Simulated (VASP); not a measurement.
# CoCl2 (P-3m1) in VASP: single point with LDA

Aim: the single point of CoCl2 with LDA.

Everything below comes from runs of VASP 6.6.1. Logs are shortened: lines on timing, memory, paths and dates and some standing lists are left out, and cuts for length are marked.

## (1) Starting point

The structure is trigonal, space group P-3m1 (No. 164). Conventional cell: a = 3.357 Å, b = 3.357 Å, c = 5.611 Å, α = 90.00°, β = 90.00°, γ = 120.00°. Co (site symmetry -3m) has 6 Cl at 2.35 Å as nearest neighbours. Cl (site symmetry 3m) is surrounded by 3 Co at 2.35 Å.

The cell comes from a database or a generator and needn't be the stable form of this composition.

## (2) Single point, LDA, collinear spin, typed start

File INCAR:

```
SYSTEM = CoCl2
ALGO = Normal
EDIFF = 1E-6
ENCUT = 520
ISIF = 2
ISMEAR = 1
ISPIN = 2
LASPH = .True.
LCHARG = .False.
LMAXMIX = 4
LORBIT = 11
LREAL = .False.
LWAVE = .False.
MAGMOM = 2.75 0.2 0.2
NBANDS = 22
NELM = 150
PREC = Accurate
SIGMA = 0.02
```

File KPOINTS:

```
k-points
0
Gamma
  12 12 6
  0 0 0
```

File POSCAR:

```
CoCl2
1.0
    3.3567043938      0.0000000000      0.0000000000
   -1.6783521969      2.9069912780      0.0000000000
    0.0000000000      0.0000000000      5.6110652400
Co Cl
1 2
Direct
    0.0000000000      0.0000000000      0.0000000000
    0.6666666667      0.3333333333      0.7627111543
    0.3333333333      0.6666666667      0.2372888457
```

Potentials or basis: VASP PAW LDA potentials, release 64 (Co, Cl).

Started as:

```console
cat potpaw_LDA.64/Co/POTCAR potpaw_LDA.64/Cl/POTCAR > POTCAR
mpirun -np 1 vasp_std > vasp.out
```

OUTCAR:

```text
SYSTEM = CoCl2
   EDIFF = 1E-6
   ENCUT = 520
   ISIF = 2
   ISMEAR = 1
   ISPIN = 2
   LASPH = .True.
   LORBIT = 11
   LREAL = .False.
   NELM = 150
   PREC = Accurate

 ion  position               nearest neighbor table
   1  0.000  0.000  0.000-   2 2.35   3 2.35   3 2.35   2 2.35   2 2.35   3 2.35
   2  0.667  0.333  0.763-   1 2.35   1 2.35   1 2.35
   3  0.333  0.667  0.237-   1 2.35   1 2.35   1 2.35

  LATTYP: Found a hexagonal cell.
 ALAT       =     3.3567043938
 C/A-ratio  =     1.6715994564

  Lattice vectors:

 A1 = (   3.3567043938,   0.0000000000,   0.0000000000)
 A2 = (  -1.6783521969,   2.9069912780,   0.0000000000)
 A3 = (   0.0000000000,   0.0000000000,   5.6110652400)

Analysis of symmetry for initial positions (statically):
=====================================================================
 Subroutine PRICEL returns:
 Original cell was already a primitive cell.

 Routine SETGRP: Setting up the symmetry group for a
 hexagonal supercell.

 Subroutine GETGRP returns: Found 12 space group operations
 (whereof 12 operations were pure point group operations)
 out of a pool of 24 trial point group operations.

The static configuration has the point symmetry D_3d.

Analysis of symmetry for dynamics (positions and initial velocities):
=====================================================================
 Subroutine PRICEL returns:
 Original cell was already a primitive cell.

 Routine SETGRP: Setting up the symmetry group for a
 hexagonal supercell.

 Subroutine GETGRP returns: Found 12 space group operations
 (whereof 12 operations were pure point group operations)
 out of a pool of 24 trial point group operations.

The dynamic configuration has the point symmetry D_3d.

Analysis of structural, dynamic, and magnetic symmetry:
=====================================================================
 Subroutine PRICEL returns:
 Original cell was already a primitive cell.

 Routine SETGRP: Setting up the symmetry group for a
 hexagonal supercell.

 Subroutine GETGRP returns: Found 12 space group operations
 (whereof 12 operations were pure point group operations)
 out of a pool of 24 trial point group operations.

The overall configuration has the point symmetry D_3d.

[... 115 lines left out ...]
   ISMEAR =     1;   SIGMA  =   0.02  broadening in eV -4-tet -1-fermi 0-gaus
   EFERMI_NEDOS =   21; number of points for ismear=-14 and -15
   IALGO  =     38    algorithm
   IMIX   =      4    mixing-type and parameters
     AMIX     =   0.40;   BMIX     =  1.00
     AMIX_MAG =   1.60;   BMIX_MAG =  1.00
  volume/ion in A,a.u.               =      18.25       123.16
  Fermi-wavevector in a.u.,A,eV,Ry     =   1.226074  2.316944 20.453064  1.503258
  Thomas-Fermi vector in A             =   2.361088
   LORBIT       =     11    0 simple, 1 ext, 2 COOP (PROOUT), +10 PAW based schemes
   GGA     = CA    functional components
   LHFCALC =     F    Hartree Fock is set to
   AEXX    =    0.0000 exact exchange contribution
   IVDW    =     0    specifies the selected vdW correction
   LEPSILON=     F    determine dielectric tensor
   LRPA    =     F    only Hartree local field effects (RPA)
 spin polarized calculation
 Methfessel and Paxton  Order N= 1 SIGMA  =   0.02
  energy-cutoff  :      520.00
  volume of cell :       54.75
 maximum number of plane-waves:      1497
 NGX is ok and might be reduce to    28
   NGX = 13   NGY = 13   NGZ = 21

 number of electron      22.9999997 magnetization       2.9972984

 Free energy of the ion-electron system (eV)
  ---------------------------------------------------
  ext. energy  EPLUGINS =         0.00000000
  ---------------------------------------------------
  free energy    TOTEN  =       -14.07470216 eV

  energy without entropy =      -14.07479602  energy(sigma->0) =      -14.07473344

 E-fermi :   4.2479     XC(G=0): -10.3902

 val. band max:        4.2462899599   @ k =   0.2500   0.1667   0.0000
 cond. band min:       4.2501811809   @ k =   0.3333   0.2500   0.5000
 fundamental gap:      0.0038912210
 Fermi energy:         4.2479345862

 spin component 1

 k-point     1 :       0.0000    0.0000    0.0000
  band No.  band energies     occupation
      1     -12.3930      1.00000
      2     -11.1375      1.00000
      3      -2.2490      1.00000
      4      -0.4131      1.00000
      5      -0.4131      1.00000
      6       1.8351      1.00000
[... 589 lines left out ...]
     21      16.0215      0.00000
     22      17.0399      0.00000

 [... further k-points ...]

 spin component 2

 k-point     1 :       0.0000    0.0000    0.0000
  band No.  band energies     occupation
      1     -12.1305      1.00000
      2     -10.8694      1.00000
      3      -1.9030      1.00000
      4       0.6586      1.00000
      5       0.6586      1.00000
      6       2.5029      1.00000
[... 589 lines left out ...]
     21      16.3547      0.00000
     22      17.3662      0.00000

 [... further k-points ...]
[... 5 lines left out ...]
  --------------------------------------------------------------------------------------
  -------------------------------------------------------------------------------------
  Total       -0.0615571     -0.0615571     -0.0470380      0.0000000     -0.0000000      0.0000000
  in kB       -1.8013020     -1.8013020     -1.3764387      0.0000000     -0.0000000      0.0000000
  external PRESSURE =      -1.6596809 kB  Pullay stress =       0.0000000 kB

 VOLUME and BASIS-vectors are now :
 -----------------------------------------------------------------------------
  energy-cutoff  :      520.00
  volume of cell :       54.75
      direct lattice vectors                 reciprocal lattice vectors
     3.356704394  0.000000000  0.000000000     0.297911249  0.171999140  0.000000000
    -1.678352197  2.906991278  0.000000000     0.000000000  0.343998280  0.000000000
     0.000000000  0.000000000  5.611065240     0.000000000  0.000000000  0.178219279

 POSITION                                       TOTAL-FORCE (eV/Angst)
 -----------------------------------------------------------------------------------
      0.00000      0.00000      0.00000        -0.000000      0.000000      0.000000
      1.67835      0.96900      4.27962        -0.000000     -0.000000      0.007799
     -0.00000      1.93799      1.33144         0.000000      0.000000     -0.007799
 -----------------------------------------------------------------------------------
    total drift:                                0.000000     -0.000000     -0.000000

  FREE ENERGIE OF THE ION-ELECTRON SYSTEM (eV)
  ---------------------------------------------------
  free  energy   TOTEN  =       -14.0747021568 eV

  energy  without entropy=      -14.0747960162  energy(sigma->0) =      -14.07473344

 total charge

# of ion       s       p       d       tot
------------------------------------------
    1        0.334   0.402   7.209   7.945
    2        1.601   3.486   0.000   5.086
    3        1.601   3.486   0.000   5.086
--------------------------------------------------
tot          3.535   7.374   7.209  18.117

 magnetization (x)

# of ion       s       p       d       tot
------------------------------------------
    1        0.010   0.010   2.377   2.397
    2        0.011   0.209   0.000   0.220
    3        0.011   0.209   0.000   0.220
--------------------------------------------------
tot          0.032   0.428   2.377   2.836
```

stdout:

```text
POSCAR found type information on POSCAR CoCl
 POSCAR found :  2 types and       3 ions
 scaLAPACK will be used
 LDA part: xc-table for (Slater(with rela. corr.)+CA(PZ))
 , standard interpolation
 POSCAR, INCAR and KPOINTS ok, starting setup
 FFT: planning ... GRIDC
 FFT: planning ... GRID_SOFT
 FFT: planning ... GRID
 WAVECAR not read
 entering main loop
```

It took 3.5 min on 1 thread of Intel Xeon Platinum 8488C (Sapphire Rapids), shared host; peak memory 0.29 GiB.

Results:

```
Free energy                                           : -14.0747 eV
Pressure                                              : -0.2 GPa
Largest force                                         : 0.008 eV/Å
Band gap on the k mesh                                : none (metal or under the smearing width)
Net moment                                            : 3.00 μB per cell
Site moments                                          : Co +2.40; Cl +0.22 μB
Valence electrons inside the program's atomic spheres : Co 7.95; Cl 5.09
```

Forces on the atoms (eV/Å):
```
Co   0.000  0.000  0.000
Cl   0.000  0.000  0.008
Cl   0.000  0.000 -0.008
```

Levels at points of the mesh, in eV from the Fermi level:
Spin up:
```
           k point  band 9  band 10  band 11  band 12  band 13  band 14  band 15  band 16  band 17  band 18
(0.00, 0.00, 0.00)   -2.01    -2.01    -1.98    -0.10    -0.10     4.41     5.59     9.17     9.17    10.64
(0.50, 0.00, 0.00)   -2.56    -2.02    -1.88    -0.42    -0.12     5.24     6.37     7.38     9.21     9.88
(0.00, 0.00, 0.50)   -2.11    -2.11    -1.96     0.01     0.01     5.81     5.96     8.98     8.98     9.18
(0.50, 0.00, 0.50)   -2.60    -2.02    -1.91    -0.33    -0.27     4.95     5.75     7.64     8.48    10.34
```
Spin down:
```csv
k point,band 6,band 7,band 8,band 9,band 10,band 11,band 12,band 13,band 14,band 15
"(0.00, 0.00, 0.00)",-1.75,-1.75,-1.72,-0.57,-0.57,-0.26,1.52,1.52,4.70,5.79
"(0.50, 0.00, 0.00)",-3.64,-3.49,-3.23,-0.72,-0.04,0.07,1.54,1.58,5.72,6.58
"(0.00, 0.00, 0.50)",-3.45,-1.84,-1.84,-0.57,-0.57,-0.11,1.63,1.63,6.02,6.36
"(0.50, 0.00, 0.50)",-3.58,-3.04,-2.91,-0.78,-0.04,0.07,1.40,1.69,5.37,5.93
```

Caveat: a cell with one magnetic atom can't hold antiferromagnetic order, which such compounds often take; semilocal functionals often make such compounds metallic where correlation or magnetic order opens a gap, which also shifts bond lengths.
